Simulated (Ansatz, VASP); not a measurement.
**Cross-check of AlN between VASP and Ansatz**

Wanted: the spread between two codes on one cell, functional and k mesh. The cell is taken from a series of runs on this material, whose earlier steps may have relaxed, scaled, displaced or heated it; both programs get it as it stands.

Program: Ansatz 0.2.0. Level of theory: plane waves, with VASP 6.6.1 beside it; single point at LDA. Results are calculated unless marked as measured.

**1. The starting structure**

Symmetry: F-43m, No. 216, cubic system. Conventional cell: a = 4.368 Å, b = 4.368 Å, c = 4.368 Å, α = 90.00°, β = 90.00°, γ = 90.00°. Nearest to Al lie 4 N at 1.89 Å. N has 4 Al at 1.89 Å nearest. Farther neighbours and most contacts between anions are not listed.

**2. VASP: single point, LDA**

With cell and atoms fixed, the geometry can't cause a difference; cores, projectors, grids and the points listed under the comparison can.

Lines of VASP's logs that name or quote its potential files are left out, and so is its time.

Contents of INCAR:

```
SYSTEM = AlN
PREC = Accurate
ENCUT = 520
EDIFF = 1E-06
NELM = 120
ISMEAR = 0
SIGMA = 0.01
LREAL = .FALSE.
ALGO = Normal
GGA = PW92
NBANDS = 10
LORBIT = 11
LWAVE = .FALSE.
LCHARG = .FALSE.
ISIF = 2
LASPH = .TRUE.
GGA_COMPAT = .FALSE.
EFERMI = MIDGAP
```

Contents of POSCAR:

```
AlN
1.0
    0.0000000000      2.1839935596      2.1839935596
    2.1839935596      0.0000000000      2.1839935596
    2.1839935596      2.1839935596      0.0000000000
Al N
1 1
Direct
    0.0000000000      0.0000000000      0.0000000000
    0.7500000000      0.7500000000      0.7500000000
```

Contents of KPOINTS:

```
Automatic mesh
0
Gamma
10 10 10
0 0 0
```

PAW data sets: Al and N (LDA family, release 64).

Launch:

```bash
$ mpirun -np 1 vasp_std
```

Numbers of over 12 decimals in the logs are rounded to 6 here.

Output:

```text
[banner, memory and clock lines left out]
running    1 mpi-ranks, on    1 nodes
 distrk:  each k-point on    1 cores,    1 groups
 distr:  one band on    1 cores,    1 groups

 POSCAR found type information on POSCAR AlN
 POSCAR found :  2 types and       2 ions
|                                                                             |
|               ----> ADVICE to this user running VASP <----                  |
|                                                                             |
|     You enforced a specific xc type in the INCAR file but a different       |
|     [... a line on the potential file left out ...]
|     I HOPE YOU KNOW WHAT YOU ARE DOING!                                     |
|                                                                             |

 LDA part: xc-table for (Slater(with rela. corr.)+PW92), standard interpolation
 POSCAR, INCAR and KPOINTS ok, starting setup
 FFT: planning ... GRIDC
 FFT: planning ... GRID_SOFT
 FFT: planning ... GRID
 WAVECAR not read
 entering main loop
       N       E                     dE             d eps       ncg     rms          rms(c)
DAV:   1     0.711382047118E+01    0.71138E+01   -0.40425E+03   972   0.669E+02
DAV:   2    -0.181368411126E+02   -0.25251E+02   -0.24163E+02  1084   0.128E+02
DAV:   3    -0.189203219129E+02   -0.78348E+00   -0.78237E+00  1114   0.217E+01
DAV:   4    -0.189236962735E+02   -0.33744E-02   -0.33743E-02  1082   0.168E+00
DAV:   5    -0.189237247632E+02   -0.28490E-04   -0.28490E-04  1076   0.150E-01    0.867E+00
DAV:   6    -0.164568754125E+02    0.24668E+01   -0.13372E+01   980   0.192E+01    0.300E+00
DAV:   7    -0.164116341536E+02    0.45241E-01   -0.85625E-02  1050   0.247E+00    0.193E+00
DAV:   8    -0.163827477008E+02    0.28886E-01   -0.29457E-02   990   0.166E+00    0.357E-01
DAV:   9    -0.163824397952E+02    0.30791E-03   -0.11446E-03  1068   0.228E-01    0.179E-01
DAV:  10    -0.163824610596E+02   -0.21264E-04   -0.57532E-05  1030   0.576E-02    0.425E-02
DAV:  11    -0.163824597476E+02    0.13120E-05   -0.12322E-06   976   0.887E-03    0.884E-03
DAV:  12    -0.163824597386E+02    0.89908E-08   -0.34949E-08   516   0.160E-03
   1 F= -.16382460E+02 E0= -.16382460E+02  d E =0.000000E+00
```

Parts of OUTCAR (step 2):

```text
ion  position               nearest neighbor table
   1  0.000  0.000  0.000-   2 1.89   2 1.89   2 1.89   2 1.89
   2  0.750  0.750  0.750-   1 1.89   1 1.89   1 1.89   1 1.89

  LATTYP: Found a face centered cubic cell.
 ALAT       =     4.3679871192

 Subroutine GETGRP returns: Found 24 space group operations
 (whereof 24 operations were pure point group operations)

The static configuration has the point symmetry T_d .

 Found     47 irreducible k-points:

   k-points           NKPTS =     47   k-points in BZ     NKDIM =     47   number of bands    NBANDS=     10

   dimension x,y,z NGX =    24 NGY =   24 NGZ =   24
   dimension x,y,z NGXF=    48 NGYF=   48 NGZF=   48

   ENCUT  =  520.0 eV  38.22 Ry    6.18 a.u.   5.74  5.74  5.74*2*pi/ulx,y,z

   NELECT =       8.0000    total number of electrons

 k-points in reciprocal lattice and weights: Automatic mesh
   0.00000000  0.00000000  0.00000000       0.001
   0.10000000  0.00000000  0.00000000       0.008
   0.20000000  0.00000000  0.00000000       0.008
   0.30000000  0.00000000  0.00000000       0.008
   0.40000000  0.00000000  0.00000000       0.008
   0.50000000  0.00000000  0.00000000       0.004
   0.10000000  0.10000000  0.00000000       0.006
   0.20000000  0.10000000  0.00000000       0.024
   0.30000000  0.10000000  0.00000000       0.024
[...]
-0.30000000  0.40000000  0.20000000       0.024
  -0.30000000  0.50000000  0.20000000       0.012

 average (electrostatic) potential at core
       1 -69.9205       2 -59.9057

 E-fermi :   7.3232

 k-point     1 :       0.0000    0.0000    0.0000
  band No.  band energies     occupation
      1      -9.1129      2.00000
      2       5.7085      2.00000
      3       5.7085      2.00000
      4       5.7085      2.00000
      5       9.9468      0.00000
      6      18.0472      0.00000
      7      18.0472      0.00000
      8      18.0472      0.00000
      9      23.2373      0.00000
    ...

 k-point     2 :       0.1000    0.0000    0.0000
  band No.  band energies     occupation
      1      -8.9635      2.00000
      2       4.9033      2.00000
      3       5.6562      2.00000
      4       5.6562      2.00000
      5      10.5899      0.00000
      6      17.6658      0.00000
      7      18.1801      0.00000
      8      18.1801      0.00000
      9      21.9850      0.00000
    ...

 k-point     3 :       0.2000    0.0000    0.0000
  band No.  band energies     occupation
      1      -8.5371      2.00000
      2       3.2970      2.00000
      3       5.5259      2.00000
      4       5.5259      2.00000
      5      11.6816      0.00000
      6      16.8880      0.00000
      7      18.1222      0.00000
      8      18.1222      0.00000
      9      21.4421      0.00000
    ...

  Total       -0.4205286     -0.4205286     -0.4205286     -0.0000000      0.0000000     -0.0000000
  in kB      -32.3386618    -32.3386618    -32.3386618     -0.0000000      0.0000000     -0.0000000
  external PRESSURE =     -32.3386618 kB  Pullay stress =       0.0000000 kB

  energy-cutoff  :      520.00
  volume of cell :       20.83
      direct lattice vectors                 reciprocal lattice vectors
     0.000000000  2.183993560  2.183993560    -0.228938404  0.228938404  0.228938404
     2.183993560  0.000000000  2.183993560     0.228938404 -0.228938404  0.228938404
     2.183993560  2.183993560  0.000000000     0.228938404  0.228938404 -0.228938404

 POSITION                                       TOTAL-FORCE (eV/Angst)
 -----------------------------------------------------------------------------------
      0.00000      0.00000      0.00000        -0.000000     -0.000000     -0.000000
      3.27599      3.27599      3.27599         0.000000      0.000000      0.000000
 -----------------------------------------------------------------------------------
    total drift:                                0.000000      0.000000      0.000000

  FREE ENERGIE OF THE ION-ELECTRON SYSTEM (eV)
  ---------------------------------------------------
  free  energy   TOTEN  =       -16.3824597386 eV

  energy  without entropy=      -16.3824597386  energy(sigma->0) =      -16.38245974

 total charge
# of ion       s       p       d       tot
------------------------------------------
    1        0.377   0.457   0.000   0.833
    2        1.211   2.609   0.000   3.819
--------------------------------------------------
tot          1.587   3.066   0.000   4.653

[... 3 further parts left out ...]
```

The run ends at a pressure of -3.23 GPa.

**3. Ansatz: single point, LDA**

Ansatz runs on its PAW soft_1 files.

The same cell, functional (in two slightly different forms) and mesh now go to Ansatz, which takes its cutoff from its data sets.

Contents of input.yaml:

```yaml
crystal:
  lattice:
    - [0.0, 2.1839935596, 2.1839935596]
    - [2.1839935596, 0.0, 2.1839935596]
    - [2.1839935596, 2.1839935596, 0.0]
  atoms:
    - { symbol: Al, position: [0.0, 0.0, 0.0] }
    - { symbol: "N", position: [0.75, 0.75, 0.75] }
kpoints:
  mp_grid: { grid: [10, 10, 10] }
  band_path:
    path:
      - [0.0, 0.0, 0.0]
      - [-0.5, -0.5, 0.0]
      - [-0.375, -0.375, 0.25]
      - [-0.375, 0.0, 0.375]
      - [0.0, 0.0, 0.5]
      - [-0.5, -0.25, 0.25]
    npoints: 1
hamiltonian:
  xc: lda
  pseudopotentials: { kind: paw, azcp: { folder: soft_1 }, xc_functional: pbe }
scf:
  occupations: { method: fixed }
  n_extra_bands: 4
output:
  eigenvalues: true
  write_density: true
  write_potential: true
  elf: true
  volumetric_format: npy
```

Launch:

```bash
$ ansatz run input.yaml --threads 3 --pin off --max-ram 92160MiB --backend cuda --events-out ev --progress --plain --runs-dir out --devices 1 --max-vram 13GiB
```

Output:

```text
scf.n_extra_bands = 4 over 4 filled bands (N_el = 8.0): the run solves 8 bands
GPUs: using 1 of 1 available (devices: 1).
Engine: ansatz 0.2.0, x86_64-unknown-linux-gnu
Pseudopotentials: kind: paw
Pseudopotential: Al, paw, valence charge 3, recommended cutoff 420 eV (normal), soft_1/Al.paw.azcp
Pseudopotential: N, paw, valence charge 5, recommended cutoff 420 eV (normal), soft_1/N.paw.azcp
Functional definition: SPW92
  exchange = slater_x
  correlation = pw_c
device memory: the entry about to start is reckoned to put 1.0 GiB on a device that reports 52.9 GiB free (of which the cap on the GPU budget leaves the run 13.0 GiB)
GPU FFT provider: cuFFT
GPU libraries: cuBLAS 13.8.2, cuFFT 12.4.0, cuSOLVER 12.3.4
Crystal: 2 atoms, lattice volume = 20.835 Å³
Basis set: ecut = 420 eV, 411 PW (Γ)
Bands: 8, of which v1, the nominal top of the filled ones, is band 4 counted from 1 (3 counted from 0)
Symmetry: 24 space group operations
Space group: F-43m (ITA 216), of the structure as read, at distance tolerance 2.8e-5 Å
k-points: 47 of 1000 (time reversal used)
Non-local potential: Al, projectors of the file, l = 0: 2, l = 1: 2, l = 2: 1
Non-local potential: N, projectors of the file, l = 0: 2, l = 1: 2, l = 2: 1
PAW form: soft (Blöchl's): semilocal exchange-correlation on the pseudo side does not see the compensation charge
PAW frozen core: Al, regenerated for the run's functional, and the local potential with it (the file was generated under x = pbe(κ = 0.804, μ = 0.219515), c = pbe(β = 0.066725))
PAW frozen core: N, regenerated for the run's functional, and the local potential with it (the file was generated under x = pbe(κ = 0.804, μ = 0.219515), c = pbe(β = 0.066725))
PAW one-centre angular grid: Al, 110 points (default); XC on 64 Gauss nodes
PAW one-centre angular grid: N, 110 points (default); XC on 64 Gauss nodes
Initial density: superposition of atomic densities (chi_scale 0.1, normalization cell, long waves kept (reshape's long-wave potential 0.00 eV rms))
Initial wavefunctions: pseudopotential atomic-orbital guess
GPU buffer pool allocated for 13824 grid points (all kernels)
GPU transforms: local potential and band sums: pruned to the plane-wave sphere, on 24×24×24
Functional: x = slater, c = lda
SCF iter   1: F=—  HF=-891.282966 eV  |F-HF|=—  |Δ(HF+E_count)|=         —  Δρ=1.34e-1  dr2=4.56e0  ethr=3.10e-3  ⟨swp⟩=4.4  Hψ=2486  notcnv=0  defer=2
preconditioner: auto → none  [insulator: Δε(μ)=5.576 eV  Ē_g=16.419 eV  n_scr=0 (ndim 8)  ℏωp=23.0 eV  f_vac=0.000  ε∞_Penn≈3.0]
SCF iter   2: F=—  HF=-890.058621 eV  |F-HF|=—  |Δ(HF+E_count)|=    1.22e0  Δρ=7.74e-2  dr2=7.71e-1  ethr=3.10e-3  ⟨swp⟩=2.7  Hψ=1176  notcnv=0  defer=60
SCF iter   3: F=—  HF=-889.826806 eV  |F-HF|=—  |Δ(HF+E_count)|=   2.32e-1  Δρ=2.20e-2  dr2=5.23e-2  ethr=3.10e-3  ⟨swp⟩=2.8  Hψ=1024  notcnv=0  defer=87
SCF iter   4: F=—  HF=-889.807031 eV  |F-HF|=—  |Δ(HF+E_count)|=   1.98e-2  Δρ=9.67e-4  dr2=6.43e-5  ethr=6.53e-4  ⟨swp⟩=2.0  Hψ=468  notcnv=0  defer=92
SCF iter   5: F=—  HF=-889.807008 eV  |F-HF|=—  |Δ(HF+E_count)|=   2.30e-5  Δρ=3.06e-4  dr2=6.99e-6  ethr=8.04e-7  ⟨swp⟩=2.0  Hψ=563  notcnv=0  defer=89
SCF iter   6: F=—  HF=-889.807003 eV  |F-HF|=—  |Δ(HF+E_count)|=   4.40e-6  Δρ=3.49e-5  dr2=1.13e-7  ethr=8.74e-8  ⟨swp⟩=2.0  Hψ=562  notcnv=0  defer=90
SCF iter   7: F=-889.807003 eV  HF=-889.807003 eV  |F-HF|=8.17e-10  |Δ(HF+E_count)|=   2.59e-8  Δρ=5.72e-6  dr2=2.81e-9  ethr=1.25e-9  ⟨swp⟩=4.1  Hψ=1942  notcnv=0
SCF 1 converged in 7 iterations: F = -889.807003 eV  dr2 = 2.81e-9
  greatest PAW one-centre occupation: 0.782 electrons in one spin orbital (limit 2), on the N atom at site 1 (counted from 0), in its partial waves of l = 0
device memory: the entry about to start is reckoned to put 0.6 GiB on a device that reports 52.7 GiB free (of which the cap on the GPU budget leaves the run 13.0 GiB)
NSCF: frozen V_eff on 6 k-points
SCF converged after 7 iterations
Free energy (F): -889.807003 eV
Harris-Foulkes:  -889.807003 eV  (|F-HF|=8.17e-10)
Internal energy: -889.807003 eV  (E = F + TS)
E sigma→0 (E₀):  -889.807003 eV
Fermi energy:    6.668552 eV
--- Per-component energies (eV) ---
  E_band       = 13.287144
  E_kinetic    = 156.004840
  E_local      = -209.720368  (includes V_loc(G=0)·N_el)
  E_nonlocal   = 46.594761
  E_hartree    = 76.186795
  E_xc         = -97.881649
  E_vxc        = -106.526207  (∫ρ·V_xc dr)
  E_paw        = -564.524378  (= ΣΔE_a)
  E_vpaw       = -25.440674  (= ΣTr[D̂ρ^β])
  E_aug_tail   = 0.000790  (compensation charges beyond the density's cutoff)
  E_ewald      = -296.603555
  E_core_change = 0.135761  (= ΣΔE_core)
  E_smearing   = -0.000000  (= −TS)
  E_closure    = -0.000000  (closes the sum)
  Σ components = -889.807003   (vs F -889.807003, Δ=0.00e0)
--- Band table (eV; the first three rows and the last of 47) ---
  k-point 0: bands = ["-8.1422", "6.6686", "6.6686", "6.6686", "10.8960", "19.0232", "19.0232", "19.0232"]
  k-point 1: bands = ["-7.9931", "5.8642", "6.6167", "6.6167", "11.5413", "18.6409", "19.1546", "19.1546"]
  k-point 2: bands = ["-7.5676", "4.2606", "6.4872", "6.4872", "12.6367", "17.8602", "19.0887", "19.0887"]
  k-point 46: bands = ["-5.3182", "2.5579", "3.5453", "4.0251", "12.3078", "17.3431", "18.8954", "19.1075"]
```

In the SCF lines HF is the Harris–Foulkes energy and dr2 the Hartree energy of the density residual, in eV; the loop may stop once dr2 is under the threshold and the program's other checks hold. Hψ counts applications of the Hamiltonian.

**4. Side by side**

Known differences besides the potentials themselves: fixed occupations in Ansatz, narrow Gaussian smearing in VASP; the cutoff is 420 eV in Ansatz and 520 eV in VASP; VASP's log shows a relativistic correction to its local exchange, Ansatz's none. Total energies have different zeros and are not compared.

Both answers:

```
              quantity  Ansatz   VASP  difference
gap on the k mesh (eV)   3.241  3.229      +0.012
```

A gap on the mesh is an upper bound, since the band edges may lie between its points.

**5. What came out**

```yaml
difference_in_gap_on_the_k_mesh_single_point_lda: 0.012 eV
```

What this shows: The difference in gap on the k mesh is 0.012 eV (single point, LDA), within the 0.08 eV picked in this series as the mark of a large difference. Such differences can come from data sets, numerical settings and the points named under the comparisons, not from the functional's error against experiment.

[Lines on the potential files, build, host, timing and source positions are cut from VASP's logs without a mark.]

[Logs are printed without paths, hosts, clocks, repeated set-up lines and the standing remarks that a program may print on its own settings, such as how far it seeks lower states.]

[Hosts, paths, dates, database ids (printed as entryN), source tags and the programs' standing remarks are cut or masked in the printed files.]
